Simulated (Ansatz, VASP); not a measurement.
# TaO2 (1T-TaO2 bilayer, AA): VASP beside Ansatz

One calculation is typed for both programs; each brings its own data sets. How far apart do they land? The structure shown is the end of the Ansatz relaxation below.

Method: plane waves, with VASP 6.6.1 beside it; single point at PBE with D3(BJ), in Ansatz 0.2.0.

## (1) Set-up

The cell holds 6 atoms: 4 O and 2 Ta. Cell: a = 3.031 Å, b = 3.031 Å, c = 39.410 Å, α = 90.0°, β = 90.0°, γ = 120.0°. Vacuum lies along c. The height across the vacuum is the one that the program set for its solve, not the one typed.

## (2) Ansatz: relaxation, PBE with D3(BJ)

Ansatz runs on its default PAW (the set named soft_2) files.

This run makes the geometry at which the two programs are then compared.

Contents of input.yaml:

```yaml
crystal:
  lattice:
    - [3.18449, 0.0, 0.0]
    - [-1.592245, 2.7578492381, 0.0]
    - [0.0, 0.0, 25.8051393132]
  atoms:
    - { symbol: O, position: [0.6666666667, 0.3333333333, 0.3487677354] }
    - { symbol: Ta, position: [0.0, 0.0, 0.396288689], spin: 1.0 }
    - { symbol: O, position: [0.3333333333, 0.6666666667, 0.4438096426] }
    - { symbol: O, position: [0.6666666667, 0.3333333333, 0.5561903574] }
    - { symbol: Ta, position: [0.0, 0.0, 0.603711311], spin: 1.0 }
    - { symbol: O, position: [0.3333333333, 0.6666666667, 0.6512322646] }
  periodic: [true, true, false]
magnetization:
  spin_polarized: true
kpoints:
  mp_grid: { grid: [12, 12, 1] }
hamiltonian:
  xc: pbe
  dispersion: d3bj
scf:
  occupations: { method: fermi_dirac, width: 0.05 }
relax:
  f_tol: 0.01
  max_steps: 90
  cell: {}
```

Run with:

```sh
$ ansatz run input.yaml --threads 4 --pin off --max-ram 8192MiB --backend cpu --events-out ev --progress --plain --runs-dir out
```

Numbers of over 12 decimals in the logs are rounded to 6 here.

Log:

```text
Warning: crystal.periodic: the lattice vector that does not repeat stood 0.000° off the slab's normal, 25.805 Å along it as the deck builds it. The run solves the slab on a vector along the normal, 39.410 Å long, with every atom where it was (on the deck's vector they left 18.00 Å outside them, and the widest stretch free of ions among them is 2.90 Å). A fractional position that the run reports is one of the run's ce [...]
crystal.periodic: the lattice vector that does not repeat stood 0.000° off the slab's normal, 25.805 Å along it as the deck builds it. The run solves the slab on a vector along the normal, 39.410 Å long, with every atom where it was (on the deck's vector they left 18.00 Å outside them, and the widest stretch free of ions among them is 2.90 Å). A fractional position that the run reports is one of the run's cell, which [...]
Engine: ansatz 0.2.0, aarch64-unknown-linux-gnu
Pseudopotentials: kind: paw
Pseudopotential: O, paw, valence charge 6, recommended cutoff 420 eV (normal), O.paw.azcp
Pseudopotential: Ta, paw, valence charge 13, recommended cutoff 420 eV (normal), Ta.paw.azcp
Functional definition: PBE
  parameter kappa = 0.804
  parameter beta = 0.066725
  exchange = pbe_x(kappa = kappa, mu = beta*pi^2/3)
  correlation = pbe_c(beta = beta)
Crystal: 6 atoms, lattice volume = 346.115 Å³
Basis set: ecut = 420 eV, 6815 PW (Γ), exchange–correlation on 48×48×540 points (8 copies of the dense FFT grid, shifted against one another)
Bands: 32, of which v1, the nominal top of the filled ones, is band 25 counted from 1 (24 counted from 0)
Symmetry: 12 space group operations
Space group: P-3m1 (ITA 164), of the structure as read, at distance tolerance 7.0e-5 Å
Magnetic group: BNS 164.85 (UNI 1315), of the structure as read, at distance tolerance 7.0e-5 Å
k-points: 19 of 144
Non-local potential: O, projectors of the file, l = 0: 2, l = 1: 2, l = 2: 1
Non-local potential: Ta, projectors of the file, l = 0: 3, l = 1: 2, l = 2: 2, l = 3: 1
PAW form: soft (Blöchl's): semilocal exchange-correlation on the pseudo side does not see the compensation charge
PAW one-centre angular grid: O, 110 points (default); XC on 64 Gauss nodes
PAW one-centre angular grid: Ta, 590 points (default); XC on 64 Gauss nodes
Initial density: superposition of atomic densities (neutral atoms: chi_scale 0, normalization atom)
Starting moments: Σ|m| = 2 μB on 2 of 6 sites
Initial wavefunctions: pseudopotential atomic-orbital guess
Functional: x = pbe(κ = 0.804, μ = 0.219515), c = pbe(β = 0.066725)
[...]
preconditioner: auto → LDOS  [metal: Δε(μ)=0.042 eV  Ē_g=11.487 eV  σ=0.050 eV  W_gap=0.21  n_scr=22 (ndim 8)  ℏωp=12.2 eV  f_vac=0.749  D(μ)=4.90/eV (n_scr^D=20)]
spin=Collinear: LDOS preconditioning applied to the charge; magnetization (m = ρ↑ − ρ↓) channel mixes plain (no charge-response kernel on spin).
SCF iter   2: F=—  HF=-22139.204712 eV  |F-HF|=—  |Δ(HF+E_count)|=   2.96e-6  Δρ=8.91e-5 (↑7.95e-5 ↓8.91e-5)  dr2=4.39e-5  dr2_m=4.48e-6  M=0.003 μB ∫|m|=0.003 μB  β_m=0.57  ethr=5.15e-7  ⟨swp⟩=2.9  Hψ=2129  notcnv=0
SCF iter   3: F=—  HF=-22139.204716 eV  |F-HF|=—  |Δ(HF+E_count)|=   4.37e-6  Δρ=2.76e-5 (↑2.60e-5 ↓2.76e-5)  dr2=6.47e-6  dr2_m=5.72e-7  M=0.002 μB ∫|m|=0.002 μB  β_m=0.69  ethr=8.79e-8  ⟨swp⟩=3.1  Hψ=2548  notcnv=0
SCF iter   4: F=—  HF=-22139.204722 eV  |F-HF|=—  |Δ(HF+E_count)|=   6.31e-6  Δρ=7.96e-6 (↑7.96e-6 ↓6.72e-6)  dr2=9.53e-7  dr2_m=3.27e-8  M=0.002 μB ∫|m|=0.002 μB  β_m=0.77  ethr=1.29e-8  ⟨swp⟩=3.1  Hψ=2384  notcnv=0
SCF iter   5: F=—  HF=-22139.204723 eV  |F-HF|=—  |Δ(HF+E_count)|=   1.12e-6  Δρ=2.77e-6 (↑2.50e-6 ↓2.77e-6)  dr2=1.28e-7  dr2_m=1.41e-8  M=0.001 μB ∫|m|=0.001 μB  β_m=0.82  ethr=1.91e-9  ⟨swp⟩=3.7  Hψ=2607  notcnv=0
iter 6 did not close the SCF: its close was put off for a magnetic moment that had not settled (scf_convergence_deferred on its scf_iter line)
SCF iter   6: F=-22139.204724 eV  HF=-22139.204724 eV  |F-HF|=7.65e-8  |Δ(HF+E_count)|=   1.95e-7  Δρ=1.20e-6 (↑1.13e-6 ↓1.20e-6)  dr2=7.01e-9  dr2_m=2.36e-9  M=0.001 μB ∫|m|=0.001 μB  β_m=0.90  ethr=9.46e-11  ⟨swp⟩=4.8  Hψ=6702  notcnv=0
iter 7 did not close the SCF: its close was put off for a magnetic moment that had not settled (scf_convergence_deferred on its scf_iter line)
SCF iter   7: F=-22139.204724 eV  HF=-22139.204724 eV  |F-HF|=2.07e-8  |Δ(HF+E_count)|=   6.67e-8  Δρ=7.39e-7 (↑7.39e-7 ↓6.46e-7)  dr2=9.77e-10  dr2_m=1.11e-9  M=0.001 μB ∫|m|=0.001 μB  β_m=0.95  ethr=1.40e-11  ⟨swp⟩=3.8  Hψ=4920  notcnv=0
iter 8 did not close the SCF: its close was put off for a magnetic moment that had not settled (scf_convergence_deferred on its scf_iter line)
SCF iter   8: F=-22139.204724 eV  HF=-22139.204724 eV  |F-HF|=2.16e-9  |Δ(HF+E_count)|=   2.30e-8  Δρ=4.35e-7 (↑4.10e-7 ↓4.35e-7)  dr2=7.25e-10  dr2_m=3.99e-10  M=0.000 μB ∫|m|=0.000 μB  β_m=0.97  ethr=1.95e-12  ⟨swp⟩=2.0  Hψ=4853  notcnv=0
iter 9 did not close the SCF: its close was put off for a magnetic moment that had not settled (scf_convergence_deferred on its scf_iter line)
SCF iter   9: F=-22139.204724 eV  HF=-22139.204724 eV  |F-HF|=5.82e-10  |Δ(HF+E_count)|=   4.23e-9  Δρ=2.14e-7 (↑2.00e-7 ↓2.14e-7)  dr2=2.77e-10  dr2_m=5.43e-11  M=0.000 μB ∫|m|=0.000 μB  β_m=0.98  ethr=1.45e-12  ⟨swp⟩=2.0  Hψ=4639  notcnv=0
SCF iter  10: F=-22139.204724 eV  HF=-22139.204724 eV  |F-HF|=7.28e-12  |Δ(HF+E_count)|=   1.06e-9  Δρ=7.41e-8 (↑7.41e-8 ↓6.26e-8)  dr2=3.81e-11  dr2_m=1.09e-12  M=0.000 μB ∫|m|=0.000 μB  ethr=1.00e-12  ⟨swp⟩=1.6  Hψ=4441  notcnv=0
the starting moments were not kept: the SCF closed with an absolute magnetisation of 1.6e-5 μB, where they sum to 2 μB in size (2 sites). That is at most 0.1 of that sum. Measured as dr2_m measures the in/out step, that magnetisation stands 2.4e-11 eV from none, at or under the dr2_threshold of 4.7e-8 eV: it is no larger than a step whose dr2_m would equal this threshold.
SCF 9 converged in 10 iterations: F = -22139.204724 eV  dr2 = 3.81e-11
relax step   9: F+E_penalty+E_count = -22139.20472362 eV  Δ(F+E_penalty+E_count) = -6.130e-4 eV  max|allowed force component| = 2.450e-3 eV/Å  Δτ_max = 0.0060 Å  P = -0.010 N/m  Ω = 313.606 Å³  energy of the carried Pulay correction = +9.160e-4 eV  fix = [c, alpha, beta]  reactions: c -0.000 N/m  (10 SCF iters, dr2 threshold 4.73e-8 eV, accepted)
iter 1 solved again at ethr=8.60e-8 eV; its pass at ethr=3.10e-3 eV (dr2=4.30e-5 eV) is discarded
SCF iter   1: F=—  HF=-22139.203805 eV  |F-HF|=—  |Δ(HF+E_count)|=         —  Δρ=6.33e-6 (↑6.33e-6 ↓6.33e-6)  dr2=7.42e-8  dr2_m=2.59e-12  M=0.000 μB ∫|m|=0.000 μB  β_m=0.65  ethr=8.60e-8  ⟨swp⟩=7.2  Hψ=15960  notcnv=0
preconditioner: auto → LDOS  [metal: Δε(μ)=0.044 eV  Ē_g=11.484 eV  σ=0.050 eV  W_gap=0.22  n_scr=22 (ndim 8)  ℏωp=12.2 eV  f_vac=0.750  D(μ)=4.91/eV (n_scr^D=20)]
spin=Collinear: LDOS preconditioning applied to the charge; magnetization (m = ρ↑ − ρ↓) channel mixes plain (no charge-response kernel on spin).
SCF iter   2: F=—  HF=-22139.203857 eV  |F-HF|=—  |Δ(HF+E_count)|=   5.20e-5  Δρ=2.13e-6 (↑2.13e-6 ↓2.12e-6)  dr2=1.13e-8  dr2_m=1.39e-12  M=0.000 μB ∫|m|=0.000 μB  β_m=0.55  ethr=1.48e-10  ⟨swp⟩=5.1  Hψ=4168  notcnv=0
SCF iter   3: F=—  HF=-22139.203857 eV  |F-HF|=—  |Δ(HF+E_count)|=   2.66e-8  Δρ=8.46e-7 (↑8.46e-7 ↓8.46e-7)  dr2=1.67e-9  dr2_m=1.03e-12  M=0.000 μB ∫|m|=0.000 μB  β_m=0.71  ethr=2.26e-11  ⟨swp⟩=3.5  Hψ=2479  notcnv=0
SCF iter   4: F=—  HF=-22139.203857 eV  |F-HF|=—  |Δ(HF+E_count)|=   2.66e-9  Δρ=9.97e-8 (↑9.67e-8 ↓9.97e-8)  dr2=7.38e-11  dr2_m=6.04e-13  M=0.000 μB ∫|m|=0.000 μB  β_m=0.77  ethr=3.34e-12  ⟨swp⟩=3.6  Hψ=2734  notcnv=0
SCF iter   5: F=-22139.203857 eV  HF=-22139.203857 eV  |F-HF|=1.46e-10  |Δ(HF+E_count)|=  7.35e-10  Δρ=1.59e-8 (↑1.59e-8 ↓1.42e-8)  dr2=1.73e-12  dr2_m=1.38e-13  M=0.000 μB ∫|m|=0.000 μB  ethr=1.00e-12  ⟨swp⟩=9.4  Hψ=8956  notcnv=0
the starting moments were not kept: the SCF closed with an absolute magnetisation of 6.6e-6 μB, where they sum to 2 μB in size (2 sites). That is at most 0.1 of that sum. Measured as dr2_m measures the in/out step, that magnetisation stands 4.1e-12 eV from none, at or under the dr2_threshold of 1.9e-11 eV: it is no larger than a step whose dr2_m would equal this threshold.
SCF 10 converged in 5 iterations: F = -22139.203857 eV  dr2 = 1.73e-12
relax step  10: F+E_penalty+E_count = -22139.20385661 eV  Δ(F+E_penalty+E_count) = +8.670e-4 eV  max|allowed force component| = 2.514e-3 eV/Å  Δτ_max = 0.0000 Å  P = -0.027 N/m  Ω = 313.606 Å³  fix = [c, alpha, beta]  reactions: c -0.000 N/m  stress off target by 2.70e-2 N/m on what of the cell is left free  SCF on the basis re-selected at this cell (its energy is not comparable with the rows above)  (5 SCF iters)
basis re-selected at this cell: Δ(F+E_penalty+E_count) = +8.670e-4 eV, ΔP = -0.017 N/m vs the last step (what re-selecting the basis moved, of the pressure what is left beyond the Pulay correction that the steps carried, after the strain that the cell walked since its last selection, with what the two solves' SCF thresholds leave and, on support functions, any second-order correction that the steps lacked; it is no m [...]
SCF converged after 5 iterations
Magnetization: 0.0000 μB (25.0000 up, 25.0000 down)
Absolute magnetization: 0.0000 μB (∫|ρ↑−ρ↓|, with the PAW one-centre terms)
Spin contamination: 0.0000 ħ² per cell (⟨S²⟩ above its minimum at these occupations)
Per-site moments (μB) at R_I (Å): [(2.3007130989567694e-7, 0.858078), (1.258616084157346e-6, 0.857279), (2.3043569855964928e-7, 0.857279), (2.304356983697006e-7, 0.857279), (1.2586160841746095e-6, 0.857279), (2.3007131015677855e-7, 0.858078)]
Free energy (F): -22139.203857 eV
Harris-Foulkes:  -22139.203857 eV  (|F-HF|=1.46e-10)
Internal energy: -22139.165049 eV  (E = F + TS)
E sigma→0 (E₀):  -22139.184453 eV
Entropy (-TS):   -0.038807 eV (-6.468 meV/atom)
Fermi energy:    -5.090891 eV
--- Per-component energies (eV) ---
  E_band       = -1278.513076
  E_kinetic    = 1431.070682
  E_local      = -199463.052853  (includes V_loc(G=0)·N_el)
  E_nonlocal   = 219.712849
  E_hartree    = 98842.605166
  E_xc         = -731.219639
  E_vxc        = -783.481971  (∫ρ·V_xc dr)
  E_paw        = -17424.945543  (= ΣΔE_a)
  E_vpaw       = -367.982193  (= ΣTr[D̂ρ^β])
  E_aug_tail   = 0.010216  (compensation charges beyond the density's cutoff)
  E_ewald      = 94987.716602
  E_disp       = -1.062529  (pairwise vdW)
  E_smearing   = -0.038807  (= −TS)
  E_closure    = 0.000000  (closes the sum)
  Σ components = -22139.203857   (vs F -22139.203857, Δ=0.00e0)
--- Forces (eV/Å), atoms counted from 1 ---
  atom   1  O      0.00000000     0.00000000     0.00251403
  atom   2  Ta    -0.00000000    -0.00000000    -0.00001840
  atom   3  O      0.00000000    -0.00000000    -0.00240122
  atom   4  O      0.00000000     0.00000000     0.00240122
  atom   5  Ta     0.00000000     0.00000000     0.00001840
  atom   6  O      0.00000000    -0.00000000    -0.00251403
  max |Σ_I F_I| component: 8.67e-19 eV/Å
--- 2D stress c σ (N/m, compression-positive) ---
       -0.026972       0.000000       0.000000
       -0.000000      -0.026972       0.000000
        0.000000       0.000000      -0.000000
  P = ½ c Tr σ = -0.0270 N/m
--- Relaxed structure (8 steps of the walk, 8 accepted, 2 SCFs on fresh bases) ---
  F+E_penalty+E_count = -22139.20385661 eV   max|allowed force component| = 2.514e-3 eV/Å   (the final SCF, on the basis selected at the relaxed cell)
  cell:  # Å, volume = 313.6057 Å³
    - [3.031251, 0.0, 0]
    - [-1.515625, 2.625140, 0]
    - [0, 0, 39.410279]
  atoms:
    - { symbol: O, position: [0.666667, 0.333333, 0.237957] }
    - { symbol: Ta, position: [0, 0, 0.266488] }
    - { symbol: O, position: [0.333333, 0.666667, 0.294929] }
    - { symbol: O, position: [0.666667, 0.333333, 0.359853] }
    - { symbol: Ta, position: [0, 0, 0.388294] }
    - { symbol: O, position: [0.333333, 0.666667, 0.416825] }
```

Reading the cycles: dr2 is the Hartree energy of the density residual (eV), the measure of convergence; HF is the Harris–Foulkes estimate of the energy, which meets the free energy F at convergence.

[end of part 1 of 2]

[Lines on the potential files, build, host, timing and source positions are cut from VASP's logs without a mark.]

[Logs are printed without paths, hosts, clocks, repeated set-up lines and the standing remarks that a program may print on its own settings, such as how far it seeks lower states.]

[Hosts, paths, dates, database ids (printed as entryN), source tags and the programs' standing remarks are cut or masked in the printed files.]
